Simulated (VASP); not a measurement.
# GaN: excitons from the Bethe-Salpeter equation, part 2 of 4

Aim: the optical spectrum of GaN with the electron-hole interaction. The cell is of the zinc-blende type, one of the forms listed for this formula. The start is a computed cell from the Materials Project.

VASP 6.6.1, plane waves and PAW; the level of theory is named at each step.

So far. Step 2 (Ground state): The cell has a gap of 1.72 eV on mesh and path and a pressure of +3.5 GPa, which holds the misfit of the given cell and coordinates with this functional, and any error of cutoff, mesh and data sets. Spin-orbit coupling is left out, which can shift or reorder these edges. Step 3 (Empty bands): WAVECAR now holds 56 bands for 18 electrons.

**4. G0W0**

This step: G0W0 on PBE; plane waves and PAW (Ga_d_GW, N_GW) (VASP 6.6.1).

G0W0 keeps orbitals and screening fixed and shifts each of the lowest NBANDSGW levels once. LWAVE keeps the quasiparticle levels in WAVECAR, and the W files hold the screened interaction for the next step.

INCAR reads:

```
SYSTEM = GaN
PREC = Accurate
ENCUT = 450
ISMEAR = 0
SIGMA = 0.01
LREAL = .FALSE.
GGA = PE
NBANDS = 56
ALGO = EVGW0
NELMGW = 1
ENCUTGW = 100
NOMEGA = 48
PRECFOCK = Fast
NBANDSGW = 24
LWAVE = .TRUE.
LCHARG = .FALSE.
```

POSCAR reads:

```
GaN
1.0
    0.0000000000      2.2535006075      2.2535006075
    2.2535006075      0.0000000000      2.2535006075
    2.2535006075      2.2535006075      0.0000000000
Ga N
1 1
Direct
    0.0000000000      0.0000000000      0.0000000000
    0.7500000000      0.7500000000      0.7500000000
```

KPOINTS reads:

```
Automatic mesh
0
Gamma
8 8 8
0 0 0
```

The projector-augmented-wave data sets are Ga_d_GW and N_GW (PBE family, release 64).

Command:

```bash
> mpirun -np 8 vasp_std
```

The log of the run:

```text
[banner, memory and clock lines left out]
running    8 mpi-ranks, on    1 nodes
 distrk:  each k-point on    8 cores,    1 groups
 distr:  one band on    1 cores,    8 groups

 POSCAR found type information on POSCAR GaN
 POSCAR found :  2 types and       2 ions
 [... a notice as in an earlier step ...]

|                                                                             |
|           W    W    AA    RRRRR   N    N  II  N    N   GGGG   !!!           |
|           W    W   A  A   R    R  NN   N  II  NN   N  G    G  !!!           |
|           W    W  A    A  R    R  N N  N  II  N N  N  G       !!!           |
|           W WW W  AAAAAA  RRRRR   N  N N  II  N  N N  G  GGG   !            |
|           WW  WW  A    A  R   R   N   NN  II  N   NN  G    G                |
|           W    W  A    A  R    R  N    N  II  N    N   GGGG   !!!           |
|                                                                             |
|     The default for ENCUTGWSOFT is different in this version of VASP.       |
|     please manually set ENCUTGWSOFT =100 in the INCAR file.                 |
|                                                                             |

 LDA part: xc-table for (Slater+PW92), standard interpolation
 found WAVECAR, reading the header
 POSCAR, INCAR and KPOINTS ok, starting setup
 FFT: planning ... GRIDC
 FFT: planning ... GRID_SOFT
 FFT: planning ... GRID
 reading WAVECAR
 the WAVECAR file was read successfully
 initial charge from wavefunction
 available memory per node:     35.89 GB, setting MAXMEM to     36753

 The Fermi energy was updated, please check that it is located mid-gap
 values below the HOMO (VB) or above the LUMO (CB) will cause erroneous energies
 E-fermi :   5.9555

 calculate exact exchange contribution
 the WAVEDER file was read successfully
energies w=
    0.000    0.000    0.674    0.000    1.345    0.000    2.010    0.000
    2.668    0.000    3.317    0.000    3.955    0.000    4.581    0.000
    5.196    0.000    5.800    0.000    6.393    0.000    6.976    0.000
    7.551    0.000    8.119    0.000    8.682    0.000    9.241    0.000
    9.800    0.000   10.360    0.000   10.923    0.000   11.493    0.000
   12.072    0.000   12.663    0.000   13.270    0.000   13.897    0.000
   14.547    0.000   15.226    0.000   15.940    0.000   16.696    0.000
   17.500    0.000   18.365    0.000   19.299    0.000   20.318    0.000
   21.439    0.000   22.684    0.000   24.082    0.000   25.669    0.000
   27.492    0.000   29.616    0.000   32.132    0.000   35.164    0.000
   38.898    0.000   43.614    0.000   49.762    0.000   58.106    0.000
   70.064    0.000   88.590    0.000  121.027    0.000  192.102    0.000
 responsefunction array rank=      64
 LDA part: xc-table for (Slater+PW92), standard interpolation

 min. memory requirement per mpi rank    248.4 MB, per node   1987.1 MB

 allocating   6 responsefunctions rank=    64
 shmem allocating  48 responsefunctions rank=    64
 response function shared by NCSHMEM nodes    1
 Doing            6  frequencies on each core in blocks of           48
NQ=   1    0.0000    0.0000    0.0000,
|.........|.........|.........|.........|.........|.........|.........|.........
 performed        511000 updates of chi_q(r,r)
 total number of BLAS operations         14.23 Gflops
NQ=   2    0.1250    0.0000    0.0000,
|.........|.........|.........|.........|.........|.........|.........|.........
 performed       1395000 updates of chi_q(r,r)
 total number of BLAS operations         38.04 Gflops
NQ=   3    0.2500    0.0000    0.0000,
|.........|.........|.........|.........|.........|.........|.........|.........
 performed       2279000 updates of chi_q(r,r)
 total number of BLAS operations         59.45 Gflops
NQ=   4    0.3750    0.0000    0.0000,
|.........|.........|.........|.........|.........|.........|.........|.........
 performed       3163000 updates of chi_q(r,r)
 total number of BLAS operations         76.45 Gflops
NQ=   5    0.5000    0.0000    0.0000,
|.........|.........|.........|.........|.........|.........|.........|.........
 performed       3897000 updates of chi_q(r,r)
 total number of BLAS operations         92.33 Gflops
NQ=   6    0.1250    0.1250    0.0000,
|.........|.........|.........|.........|.........|.........|.........|.........
 performed       4760000 updates of chi_q(r,r)
 total number of BLAS operations        116.37 Gflops
NQ=   7    0.2500    0.1250    0.0000,
|.........|.........|.........|.........|.........|.........|.........|.........
 performed       6193000 updates of chi_q(r,r)
 total number of BLAS operations        152.32 Gflops
NQ=   8    0.3750    0.1250    0.0000,
|.........|.........|.........|.........|.........|.........|.........|.........
 performed       7626000 updates of chi_q(r,r)
 total number of BLAS operations        183.32 Gflops
NQ=   9    0.5000    0.1250    0.0000,
|.........|.........|.........|.........|.........|.........|.........|.........
 performed       9059000 updates of chi_q(r,r)
 total number of BLAS operations        213.14 Gflops
NQ=  10   -0.3750    0.1250    0.0000,
|.........|.........|.........|.........|.........|.........|.........|.........
 performed      10492000 updates of chi_q(r,r)
 total number of BLAS operations        242.96 Gflops
NQ=  11   -0.2500    0.1250    0.0000,
|.........|.........|.........|.........|.........|.........|.........|.........
 performed      11925000 updates of chi_q(r,r)
 total number of BLAS operations        276.39 Gflops
NQ=  12   -0.1250    0.1250    0.0000,
|.........|.........|.........|.........|.........|.........|.........|.........
 performed      13100000 updates of chi_q(r,r)
 total number of BLAS operations        306.94 Gflops
NQ=  13    0.2500    0.2500    0.0000,
|.........|.........|.........|.........|.........|.........|.........|.........
 performed      13963000 updates of chi_q(r,r)
 total number of BLAS operations        325.61 Gflops
NQ=  14    0.3750    0.2500    0.0000,
|.........|.........|.........|.........|.........|.........|.........|.........
 performed      15396000 updates of chi_q(r,r)
 total number of BLAS operations        354.27 Gflops
NQ=  15    0.5000    0.2500    0.0000,
|.........|.........|.........|.........|.........|.........|.........|.........
 performed      16829000 updates of chi_q(r,r)
 total number of BLAS operations        382.93 Gflops
NQ=  16   -0.3750    0.2500    0.0000,
|.........|.........|.........|.........|.........|.........|.........|.........
 performed      18262000 updates of chi_q(r,r)
 total number of BLAS operations        413.93 Gflops
NQ=  17   -0.2500    0.2500    0.0000,
|.........|.........|.........|.........|.........|.........|.........|.........
 performed      19437000 updates of chi_q(r,r)
 total number of BLAS operations        444.47 Gflops
NQ=  18    0.3750    0.3750    0.0000,
|.........|.........|.........|.........|.........|.........|.........|.........
 performed      20300000 updates of chi_q(r,r)
 total number of BLAS operations        463.15 Gflops
NQ=  19    0.5000    0.3750    0.0000,
|.........|.........|.........|.........|.........|.........|.........|.........
 performed      21733000 updates of chi_q(r,r)
 total number of BLAS operations        491.81 Gflops
NQ=  20   -0.3750    0.3750    0.0000,
|.........|.........|.........|.........|.........|.........|.........|.........
 performed      22908000 updates of chi_q(r,r)
 total number of BLAS operations        517.23 Gflops
NQ=  21    0.5000    0.5000    0.0000,
|.........|.........|.........|.........|.........|.........|.........|.........
 performed      23569000 updates of chi_q(r,r)
 total number of BLAS operations        529.42 Gflops
NQ=  22    0.3750    0.2500    0.1250,
|.........|.........|.........|.........|.........|.........|.........|.........
 performed      25152000 updates of chi_q(r,r)
 total number of BLAS operations        563.68 Gflops
NQ=  23    0.5000    0.2500    0.1250,
|.........|.........|.........|.........|.........|.........|.........|.........
 performed      26961000 updates of chi_q(r,r)
 total number of BLAS operations        601.33 Gflops
NQ=  24   -0.3750    0.2500    0.1250,
|.........|.........|.........|.........|.........|.........|.........|.........
 performed      28447000 updates of chi_q(r,r)
 total number of BLAS operations        633.49 Gflops
NQ=  25    0.5000    0.3750    0.1250,
|.........|.........|.........|.........|.........|.........|.........|.........
 performed      30030000 updates of chi_q(r,r)
 total number of BLAS operations        662.68 Gflops
NQ=  26   -0.3750    0.3750    0.1250,
|.........|.........|.........|.........|.........|.........|.........|.........
 performed      31839000 updates of chi_q(r,r)
 total number of BLAS operations        700.33 Gflops
NQ=  27   -0.2500    0.3750    0.1250,
|.........|.........|.........|.........|.........|.........|.........|.........
 performed      33325000 updates of chi_q(r,r)
 total number of BLAS operations        731.27 Gflops
NQ=  28   -0.3750    0.5000    0.1250,
|.........|.........|.........|.........|.........|.........|.........|.........
 performed      34502000 updates of chi_q(r,r)
 total number of BLAS operations        754.83 Gflops
NQ=  29   -0.2500    0.5000    0.2500,
|.........|.........|.........|.........|.........|.........|.........|.........
 performed      35354000 updates of chi_q(r,r)
 total number of BLAS operations        776.21 Gflops
 resolving degeneracies of screened two electron integrals

 calculate QP shifts <psi_nk| G(iteration)W_0 |psi_nk>: iteration 1
 writing wavefunctions
 entering main loop
```

Wall time 1.8 min (8 MPI ranks of Intel Xeon 6975P-C (Granite Rapids), shared host); peak memory 2.1 GiB.

Parts of OUTCAR (step 4):

```text
The static configuration has the point symmetry T_d .

 Found     29 irreducible k-points:

   k-points           NKPTS =     29   k-points in BZ     NKDIM =    512   number of bands    NBANDS=     56

   NELECT =      18.0000    total number of electrons

 E-fermi :   5.9555

 QP shifts <psi_nk| G(iteration)W_0 |psi_nk>: iteration 1
 for sc-GW calculations column KS-energies equals QP-energies in previous step
 and V_xc(KS)=  KS-energies - (<T + V_ion + V_H > + <T+V_H+V_ion>^1  + <V_x>^1)
 k-point   1 :       0.0000    0.0000    0.0000
  band No.  KS-energies  QP-energies   sigma(KS)   V_xc(KS)     V^pw_x(r,r')   Z            occupation Imag(sigma)
    ...
      6      -8.0768     -11.5102     -26.4606     -21.8075     -35.1848       0.7379       2.0000       0.1614
      7       5.0934       4.7494     -18.1789     -17.7322     -21.2804       0.7702       2.0000       0.0767
      8       5.0934       4.7494     -18.1789     -17.7322     -21.2804       0.7702       2.0000       0.0767
      9       5.0934       4.7494     -18.1789     -17.7322     -21.2804       0.7702       2.0000       0.0767
     10       6.8177       7.5718     -12.4210     -13.3587      -9.2287       0.8043       0.0000      -0.0548
     11      15.3893      16.2731     -10.3199     -11.4292      -5.3816       0.7967       0.0000      -0.1255
     12      15.3893      16.2731     -10.3199     -11.4292      -5.3816       0.7967       0.0000      -0.1255
     13      15.3893      16.2731     -10.3199     -11.4292      -5.3816       0.7967       0.0000      -0.1255
    ...

 k-point   2 :       0.1250    0.0000    0.0000
  band No.  KS-energies  QP-energies   sigma(KS)   V_xc(KS)     V^pw_x(r,r')   Z            occupation Imag(sigma)
    ...
      6      -8.0784     -11.5062     -26.4549     -21.8031     -35.1801       0.7369       2.0000       0.1619
      7       3.5667       3.0755     -16.8824     -16.2413     -19.9196       0.7662       2.0000       0.0861
      8       4.9327       4.5654     -18.0414     -17.5642     -21.1793       0.7697       2.0000       0.0781
      9       4.9327       4.5654     -18.0414     -17.5642     -21.1793       0.7697       2.0000       0.0781
     10       7.9688       8.8041     -13.2235     -14.2744     -10.0874       0.7949       0.0000      -0.0566
     11      14.6875      15.6121     -10.5799     -11.7430      -5.6982       0.7950       0.0000      -0.1232
     12      15.6262      16.5280     -10.4473     -11.5849      -5.4332       0.7928       0.0000      -0.1355
     13      15.6262      16.5280     -10.4473     -11.5849      -5.4332       0.7928       0.0000      -0.1355
    ...

 k-point   3 :       0.2500    0.0000    0.0000
  band No.  KS-energies  QP-energies   sigma(KS)   V_xc(KS)     V^pw_x(r,r')   Z            occupation Imag(sigma)
    ...
      6      -8.0211     -11.0027     -24.5282     -20.4615     -33.0432       0.7332       2.0000       0.3200
      7       1.2371       0.4969     -16.1507     -15.1636     -19.9568       0.7499       2.0000       0.1376
      8       4.5747       4.1644     -17.7622     -17.2276     -20.9770       0.7674       2.0000       0.0818
      9       4.5747       4.1644     -17.7622     -17.2276     -20.9770       0.7674       2.0000       0.0818
     10       9.1568      10.0924     -12.5198     -13.6974      -8.7298       0.7945       0.0000      -0.0734
     11      13.8748      14.8809     -11.5307     -12.8214      -6.6589       0.7795       0.0000      -0.1290
     12      15.8451      16.7222     -10.5542     -11.6662      -5.4727       0.7888       0.0000      -0.1507
     13      15.8451      16.7222     -10.5542     -11.6662      -5.4727       0.7888       0.0000      -0.1507
    ...

[... 7 parts as in an earlier step ...]

[... 5 further parts left out ...]
```

This step gave:

| Quantity | Value |
| --- | --- |
| quasiparticle gap on the mesh | 2.822 eV |
| smallest direct quasiparticle gap on the mesh | 2.822 eV |
| gap of the starting orbitals on the mesh | 1.724 eV |

GW takes the gap from 1.724 to 2.822 eV. Spin-orbit coupling is left out. The value holds for 56 bands, ENCUTGW = 100 eV and this mesh, and isn't shown to be converged in them.

(Part 2 of 4 ends here.)

[Lines on the potential files, build, host, timing and source positions are cut from VASP's logs without a mark.]

[Logs are printed without paths, hosts, clocks, repeated set-up lines and the standing remarks that a program may print on its own settings, such as how far it seeks lower states.]

[Hosts, paths, dates, database ids (printed as entryN), source tags and the programs' standing remarks are cut or masked in the printed files.]

[Pressures printed for these runs are not shown converged in the cutoff: they can be off by several GPa and have the wrong sign.]
